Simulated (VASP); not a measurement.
# RbNaAs (P6_3mc) in VASP: further runs

Runs on RbNaAs. Level: PBE. Tasks: single point, relaxation of cell and atoms.

Program: VASP 6.6.1. These are calculated values, not measurements. Logs are shortened: lines on timing, memory, paths and dates and some standing lists are left out, and cuts for length are marked.

**1. Starting point**

The structure is hexagonal, space group P6_3mc (No. 186). The conventional cell has a = 5.444 Å, b = 5.444 Å, c = 7.391 Å, α = 90.00°, β = 90.00°, γ = 120.00°. Around Rb (site symmetry 3m) lie 6 Na at 3.64 to 3.65 Å and 6 As at 3.64 to 3.65 Å and 2 Rb at 3.70 Å. As (site symmetry 3m) has 3 Na at 3.14 Å as nearest neighbours. Around Na (site symmetry 3m) lie 3 As at 3.14 Å.

The cell was built by a generator and needn't be a form met in nature.

**2. Single point, PBE**

Input file INCAR:

```
SYSTEM = RbNaAs
ALGO     = Fast           ! electronic algorithm
EDIFF    = 1E-6           ! SCF threshold, eV
ENCUT    = 520            ! plane-wave cutoff, eV
GGA      = PE             ! functional
ISIF     = 2              ! what is computed and relaxed
ISMEAR   = 0              ! smearing method
LASPH    = .True.         ! aspherical terms in the spheres
LCHARG   = .True.         ! write CHGCAR
LELF     = .True.         ! ELF
LREAL    = .False.        ! projectors in reciprocal space
LVHAR    = .True.       
LWAVE    = .False.        ! write WAVECAR
NBANDS   = 30             ! bands
NELM     = 60             ! most SCF steps
PREC     = Accurate       ! precision mode
SIGMA    = 0.161          ! smearing width, eV
```

Input file KPOINTS:

```
k-points
0
Gamma
  5 5 2
  0 0 0
```

Input file POSCAR:

```
RbNaAs
1.0
    2.7222465977      4.7150694180      0.0000000000
   -2.7222465977      4.7150694180      0.0000000000
    0.0000000000      0.0000000000      7.3906987259
Rb As Na
2 2 2
Direct
    0.0000000000      0.0000000000      0.3249082261
    0.0000000000      0.0000000000      0.8249082261
    0.3333333333      0.3333333333      0.5743599803
    0.6666666667      0.6666666667      1.0743599803
    0.6666666667      0.6666666667      0.5760017936
    0.3333333333      0.3333333333      0.0760017936
```

Potentials or basis: VASP PAW PBE potentials, release 64 (Rb_sv, As, Na_pv).

On the command line:

```bash
cat potpaw_PBE.64/Rb_sv/POTCAR potpaw_PBE.64/As/POTCAR potpaw_PBE.64/Na_pv/POTCAR > POTCAR
mpirun -np 1 vasp_std > vasp.out
```

OUTCAR:

```text
SYSTEM = RbNaAs
   EDIFF = 1E-6
   ENCUT = 520
   GGA = PE
   ISIF = 2
   ISMEAR = 0
   LASPH = .True.
   LREAL = .False.
   NELM = 60
   PREC = Accurate

 ion  position               nearest neighbor table
   1  0.000  0.000  0.325-   6 3.64   6 3.64   6 3.64   3 3.64   3 3.64   3 3.64   4 3.65   4 3.65
                             4 3.65   5 3.65   5 3.65   5 3.65   2 3.70   2 3.70
   2  0.000  0.000  0.825-   5 3.64   5 3.64   5 3.64   4 3.64   4 3.64   4 3.64   3 3.65   3 3.65
                             3 3.65   6 3.65   6 3.65   6 3.65   1 3.70   1 3.70
   3  0.333  0.333  0.574-   1 3.64   1 3.64   1 3.64   2 3.65   2 3.65   2 3.65
   4  0.667  0.667  0.074-   2 3.64   2 3.64   2 3.64   1 3.65   1 3.65   1 3.65
   5  0.667  0.667  0.576-   2 3.64   2 3.64   2 3.64   1 3.65   1 3.65   1 3.65
   6  0.333  0.333  0.076-   1 3.64   1 3.64   1 3.64   2 3.65   2 3.65   2 3.65

  LATTYP: Found a hexagonal cell.
 ALAT       =     5.4444931954
 C/A-ratio  =     1.3574631211

  Lattice vectors:

 A1 = (   2.7222465977,  -4.7150694180,   0.0000000000)
 A2 = (   2.7222465977,   4.7150694180,   0.0000000000)
 A3 = (   0.0000000000,   0.0000000000,   7.3906987259)

Analysis of symmetry for initial positions (statically):
=====================================================================
 Subroutine PRICEL returns:
 Original cell was already a primitive cell.

 Routine SETGRP: Setting up the symmetry group for a
 hexagonal supercell.

 Subroutine GETGRP returns: Found 12 space group operations
 (whereof  6 operations were pure point group operations)
 out of a pool of 24 trial point group operations.

The static configuration has the point symmetry C_3v.
 The point group associated with its full space group is C_6v.

Analysis of symmetry for dynamics (positions and initial velocities):
=====================================================================
 Subroutine PRICEL returns:
 Original cell was already a primitive cell.

 Routine SETGRP: Setting up the symmetry group for a
 hexagonal supercell.

 Subroutine GETGRP returns: Found 12 space group operations
 (whereof  6 operations were pure point group operations)
 out of a pool of 24 trial point group operations.

The dynamic configuration has the point symmetry C_3v.
 The point group associated with its full space group is C_6v.

 Subroutine INISYM returns: Found 12 space group operations
 (whereof  6 operations are pure point group operations),
 and found     1 'primitive' translations

----------------------------------------------------------------------------------------

                                     Primitive cell

  volume of cell :     189.7278

  direct lattice vectors                    reciprocal lattice vectors
     2.722246598  4.715069418  0.000000000     0.183671825  0.106042977  0.000000000
    -2.722246598  4.715069418  0.000000000    -0.183671825  0.106042977  0.000000000
     0.000000000  0.000000000  7.390698726     0.000000000  0.000000000  0.135305204

  length of vectors
     5.444493195  5.444493195  7.390698726     0.212085955  0.212085955  0.135305204

  position of ions in fractional coordinates (direct lattice)
     0.000000000  0.000000000  0.324908226
     0.000000000  0.000000000  0.824908226
     0.333333333  0.333333333  0.574359980
     0.666666667  0.666666667  0.074359980
     0.666666667  0.666666667  0.576001794
     0.333333333  0.333333333  0.076001794

  ion indices of the primitive-cell ions
   primitive index   ion index
                 1           1
                 2           2
                 3           3
                 4           4
                 5           5
                 6           6

----------------------------------------------------------------------------------------

 KPOINTS: k-points

Automatic generation of k-mesh.
 Grid dimensions read from file:
 generate k-points for:    5    5    2

 Generating k-lattice:

  Cartesian coordinates                     Fractional coordinates (reciprocal lattice)
     0.036734365  0.021208595  0.000000000     0.200000000 -0.000000000  0.000000000
    -0.036734365  0.021208595  0.000000000    -0.000000000  0.200000000  0.000000000
     0.000000000  0.000000000  0.067652602     0.000000000  0.000000000  0.500000000

  Length of vectors
     0.042417191  0.042417191  0.067652602

  Shift w.r.t. Gamma in fractional coordinates (k-lattice)
     0.000000000  0.000000000  0.000000000

 Subroutine IBZKPT returns following result:
 ===========================================

 Found     10 irreducible k-points:

 Following reciprocal coordinates:
            Coordinates               Weight
  0.000000  0.000000  0.000000      1.000000
  0.200000  0.000000  0.000000      6.000000
  0.400000  0.000000  0.000000      6.000000
  0.400000  0.200000  0.000000      6.000000
 -0.400000  0.200000  0.000000      6.000000
  0.000000  0.000000  0.500000      1.000000
  0.200000  0.000000  0.500000      6.000000
  0.400000  0.000000  0.500000      6.000000
  0.400000  0.200000  0.500000      6.000000
 -0.400000  0.200000  0.500000      6.000000
   k-points           NKPTS =     10   k-points in BZ     NKDIM =     10   number of bands    NBANDS=     30
   number of dos      NEDOS =    301   number of ions     NIONS =      6
   total plane-waves  NPLWV =  89600
   dimension x,y,z NGX =    40 NGY =   40 NGZ =   56
   dimension x,y,z NGXF=    80 NGYF=   80 NGZF=  112
   ions per type =               2   2   2
   NGX,Y,Z   is equivalent  to a cutoff of  12.21, 12.21, 12.60 a.u.
   NGXF,Y,Z  is equivalent  to a cutoff of  24.43, 24.43, 25.19 a.u.
 SYSTEM =  RbNaAs
   PREC   = accura    normal or accurate (medium, high low for compatibility)
   ISTART =      0    job   : 0-new  1-cont  2-samecut
   ICHARG =      2    charge: 1-file 2-atom 10-const
   ISPIN  =      1    spin polarized calculation?
   LNONCOLLINEAR =      F non collinear calculations
   LSORBIT =      F    spin-orbit coupling
   LASPH  =      T    aspherical Exc in radial PAW
   ENCUT  =  520.0 eV  38.22 Ry    6.18 a.u.  10.12 10.12 13.74*2*pi/ulx,y,z
   NELM   =     60;   NELMIN=  2; NELMDL= -5     # of ELM steps
   EDIFF  = 0.1E-05   stopping-criterion for ELM
   LREAL  =      F    real-space projection
   EDIFFG = 0.1E-04   stopping-criterion for IOM
   NSW    =      0    number of steps for IOM
   IBRION =     -1    ionic relax: 0-MD 1-quasi-New 2-CG
   NFREE  =      0    steps in history (QN), initial steepest desc. (CG)
   ISIF   =      2    stress and relaxation
   ISYM   =      2    0-nonsym 1-usesym 2-fastsym
   POTIM  = 0.5000    time-step for ionic-motion
   TEBEG  =    0.0;   TEEND  =   0.0 temperature during run
   PSTRESS=    0.0 pullay stress
   NELECT =      42.0000    total number of electrons
   NUPDOWN=      -1.0000    fix difference up-down
   EMIN   =  10.00;   EMAX   =-10.00  energy-range for DOS
   EFERMI =   0.00;   METHOD = LEGACY
   ISMEAR =     0;   SIGMA  =   0.16  broadening in eV -4-tet -1-fermi 0-gaus
   EFERMI_NEDOS =   21; number of points for ismear=-14 and -15
   IALGO  =     68    algorithm
   IMIX   =      4    mixing-type and parameters
     AMIX     =   0.40;   BMIX     =  1.00
     AMIX_MAG =   1.60;   BMIX_MAG =  1.00
  volume/ion in A,a.u.               =      31.62       213.39
  Fermi-wavevector in a.u.,A,eV,Ry     =   0.990332  1.871457 13.344022  0.980758
  Thomas-Fermi vector in A             =   2.121995
   LORBIT       =      0    0 simple, 1 ext, 2 COOP (PROOUT), +10 PAW based schemes
   GGA     = PE    functional components
   LHFCALC =     F    Hartree Fock is set to
   AEXX    =    0.0000 exact exchange contribution
   IVDW    =     0    specifies the selected vdW correction
   LEPSILON=     F    determine dielectric tensor
   LRPA    =     F    only Hartree local field effects (RPA)
 non-spin polarized calculation
 RMM-DIIS sequential band-by-band and
 Gauss-broadening in eV      SIGMA  =   0.16
  energy-cutoff  :      520.00
  volume of cell :      189.73
 maximum number of plane-waves:      5138
   NGX = 21   NGY = 21   NGZ = 27

 number of electron      42.0000013 magnetization

 Free energy of the ion-electron system (eV)
  ---------------------------------------------------
  ext. energy  EPLUGINS =         0.00000000
  ---------------------------------------------------
  free energy    TOTEN  =       -14.85702064 eV

  energy without entropy =      -14.73432503  energy(sigma->0) =      -14.79567284

 E-fermi :   0.8897     XC(G=0):  -7.9502

 val. band max:        0.8881619139   @ k =   0.4000   0.2000   0.0000
 cond. band min:       0.9259613402   @ k =   0.2000   0.0000   0.0000
 fundamental gap:      0.0377994263
 Fermi energy:         0.8896831432

 k-point     1 :       0.0000    0.0000    0.0000
  band No.  band energies     occupation
      1     -25.9786      2.00000
      2     -25.9114      2.00000
      3     -22.8892      2.00000
      4     -22.8880      2.00000
      5     -22.8704      2.00000
      6     -22.8704      2.00000
[... 22 lines left out ...]
     29       5.5334      0.00000
     30       6.5975      0.00000

 k-point     2 :       0.2000    0.0000    0.0000
  band No.  band energies     occupation
      1     -25.9782      2.00000
      2     -25.9109      2.00000
      3     -22.8892      2.00000
      4     -22.8881      2.00000
      5     -22.8706      2.00000
      6     -22.8705      2.00000
[... 22 lines left out ...]
     29       5.8883      0.00000
     30       6.6354      0.00000

 k-point     3 :       0.4000    0.0000    0.0000
  band No.  band energies     occupation
      1     -25.9776      2.00000
      2     -25.9102      2.00000
      3     -22.8891      2.00000
      4     -22.8884      2.00000
      5     -22.8708      2.00000
      6     -22.8707      2.00000
[... 220 lines left out ...]
     29       6.6251      0.00000
     30       6.6336      0.00000

 k-point    10 :      -0.4000    0.2000    0.5000
  band No.  band energies     occupation
      1     -25.9440      2.00000
      2     -25.9440      2.00000
      3     -22.8888      2.00000
      4     -22.8888      2.00000
      5     -22.8707      2.00000
      6     -22.8707      2.00000
[... 22 lines left out ...]
     29       6.5742      0.00000
     30       6.7437      0.00000

------------------------ aborting loop because EDIFF is reached ----------------------------------------

  FORCE on cell =-STRESS in cart. coord.  units (eV):
  Direction    XX          YY          ZZ          XY          YZ          ZX
  --------------------------------------------------------------------------------------
  -------------------------------------------------------------------------------------
  Total        0.0585762      0.0585762      0.0307794      0.0000000      0.0000000      0.0000000
  in kB        0.4946528      0.4946528      0.2599200      0.0000000      0.0000000      0.0000000
  external PRESSURE =       0.4164085 kB  Pullay stress =       0.0000000 kB

 VOLUME and BASIS-vectors are now :
 -----------------------------------------------------------------------------
  energy-cutoff  :      520.00
  volume of cell :      189.73
      direct lattice vectors                 reciprocal lattice vectors
     2.722246598  4.715069418  0.000000000     0.183671825  0.106042977  0.000000000
    -2.722246598  4.715069418  0.000000000    -0.183671825  0.106042977  0.000000000
     0.000000000  0.000000000  7.390698726     0.000000000  0.000000000  0.135305204

 POSITION                                       TOTAL-FORCE (eV/Angst)
 -----------------------------------------------------------------------------------
      0.00000      0.00000      2.40130        -0.000000      0.000000      0.000149
      0.00000      0.00000      6.09665        -0.000000      0.000000      0.000149
      0.00000      3.14338      4.24492        -0.000000     -0.000000      0.002342
      0.00000      6.28676      0.54957        -0.000000      0.000000      0.002342
      0.00000      6.28676      4.25706        -0.000000     -0.000000     -0.002491
      0.00000      3.14338      0.56171         0.000000      0.000000     -0.002491
 -----------------------------------------------------------------------------------
    total drift:                                0.000000     -0.000000     -0.000363

  FREE ENERGIE OF THE ION-ELECTRON SYSTEM (eV)
  ---------------------------------------------------
  free  energy   TOTEN  =       -14.8570206406 eV

  energy  without entropy=      -14.7343250304  energy(sigma->0) =      -14.79567284
```

It took 84 s on 1 thread of Intel Xeon Platinum 8488C (Sapphire Rapids), shared host; peak memory 0.3 GiB.

Results:

```yaml
Free_energy: -14.8570 eV
Pressure: 0.0 GPa
Band_gap_on_the_k_mesh: none (metal or under the smearing width)
```

Forces in eV/Å, atoms in the order of the input:
```
Rb   0.000  0.000  0.000
Rb   0.000  0.000  0.000
As   0.000  0.000  0.002
As   0.000  0.000  0.002
Na   0.000  0.000 -0.002
Na   0.000  0.000 -0.002
```

Caveat: the k mesh is coarse (spacing up to 0.43 Å⁻¹), so the values aren't converged.

**3. Relaxation of cell and atoms, PBE**

This run uses another cell than the first one, of 33.33 Å³/atom, 1.054 times its volume.

Input file INCAR:

```
PREC = Accurate ; ENCUT = 600
EDIFF = 1E-7 ; ISMEAR = 0
SIGMA = 0.161 ; LREAL = F
LASPH = T ; NELM = 60
ALGO = Fast ; ISIF = 3
LWAVE = F ; LCHARG = F
GGA = PE ; IBRION = 2
NSW = 60 ; EDIFFG = -0.01
```

Input file KPOINTS:

```
Automatic mesh
0
Gamma
  5 5 2
```

Input file POSCAR:

```
RbNaAs
1.0
    2.1435870000      3.7128000000      0.0000000000
   -2.1435870000      3.7128000000      0.0000000000
    0.0000000000      0.0000000000     12.5636120000
Rb As Na
2 2 2
Direct
    0.0000000000      0.0000000000      0.3578700000
    0.0000000000      0.0000000000      0.8578700000
    0.3333300000      0.3333400000      0.4737000000
    0.6666700000      0.6666600000      0.9737000000
    0.6666700000      0.6666600000      0.6437000000
    0.3333300000      0.3333400000      0.1437000000
```

Potentials or basis: VASP PAW PBE potentials, release 64 (Rb_sv, As, Na_pv).

On the command line:

```bash
cat potpaw_PBE.64/Rb_sv/POTCAR potpaw_PBE.64/As/POTCAR potpaw_PBE.64/Na_pv/POTCAR > POTCAR
mpirun -np 1 vasp_std > vasp.out
```

Run time: 72 min. Hardware: 1 thread of Intel Xeon Platinum 8488C (Sapphire Rapids), shared host; peak memory 0.52 GiB.

It converged, with:

```
Free energy                            : -14.8463 eV
Relaxed volume                         : 31.71 Å³/atom
Relaxed cell                           : a = 5.438 Å, b = 5.441 Å, c = 7.424 Å, α = 90.00°, β = 90.00°, γ = 60.02°
Space group after relaxing (to 0.05 Å) : P6_3/mmc (No. 194)
Energy gained by relaxing              : 562.7 meV/atom
Ionic steps                            : 29
Pressure after relaxing                : 0.0 GPa
Largest force after relaxing           : 0.006 eV/Å
Band gap on the k mesh                 : none (metal or under the smearing width)
```

Forces in eV/Å, atoms in the order of the input:
```
Rb   0.000  0.000 -0.002
Rb   0.000  0.000 -0.002
As   0.004 -0.002  0.004
As  -0.004  0.002  0.004
Na  -0.004  0.002 -0.002
Na   0.004 -0.002 -0.002
```

Step by step:
```tsv
step	energy change (eV)	largest force (eV/Å)	pressure (GPa)	volume (Å³)
1	0.0000	2.7609	5.50	199.98
2	-1.5792	1.3440	0.49	234.70
3	-1.8247	0.9561	-0.74	251.86
4	-1.8002	0.8610	-2.06	288.34
5	-1.8825	0.8927	-1.50	268.24
6	-2.2453	0.7680	-1.30	257.12
7	-2.9149	0.4981	0.04	223.71
8	-2.4913	0.5739	7.02	156.74
9	-2.8967	0.5618	2.72	189.61
10	-3.1346	0.3592	1.53	194.91
11	-3.3256	0.1206	-0.17	203.49
12	-3.3341	0.0861	-0.47	205.10
13	-3.1361	0.0796	-0.50	205.36
14	-3.1469	0.0595	-0.27	202.28
15	-3.3651	0.0202	-0.14	197.15
16	-3.1336	0.0900	0.75	186.98
17	-3.1557	0.0110	0.13	194.46
18	-3.3682	0.0105	-0.03	195.15
19	-3.3686	0.0108	-0.01	194.72
20	-3.3697	0.0083	-0.03	194.63
21	-3.3721	0.0071	-0.11	194.34
22	-3.3714	0.0287	-0.26	193.65
23	-3.3727	0.0141	-0.17	194.10
24	-3.3734	0.0148	-0.14	193.55
25	-3.3749	0.0166	-0.07	191.91
26	-3.3749	0.0204	0.11	188.61
27	-3.3754	0.0184	0.02	190.26
28	-3.3758	0.0141	0.01	190.26
29	-3.3761	0.0060	0.00	190.25
```

Final structure:
```
Rb As Na
1.0
     2.71907    4.70956    0.00000
    -2.72177    4.71112    0.00000
     0.00000    0.00000    7.42354
Rb As Na
2 2 2
Direct
  0.00001 0.99999 0.32505
  0.99999 0.00001 0.82505
  0.33314 0.33372 0.57412
  0.66686 0.66628 0.07412
  0.66687 0.66626 0.57609
  0.33313 0.33374 0.07609
```

Levels at points of the mesh, in eV from the Fermi level:
| k point | band 18 | band 19 | band 20 | band 21 | band 22 | band 23 |
| --- | --- | --- | --- | --- | --- | --- |
| (0.00, 0.00, 0.00) | -0.63 | -0.63 | 0.21 | 0.21 | 0.61 | 1.55 |
| (0.00, 0.00, 0.50) | -0.84 | -0.26 | -0.26 | -0.26 | -0.26 | 3.21 |
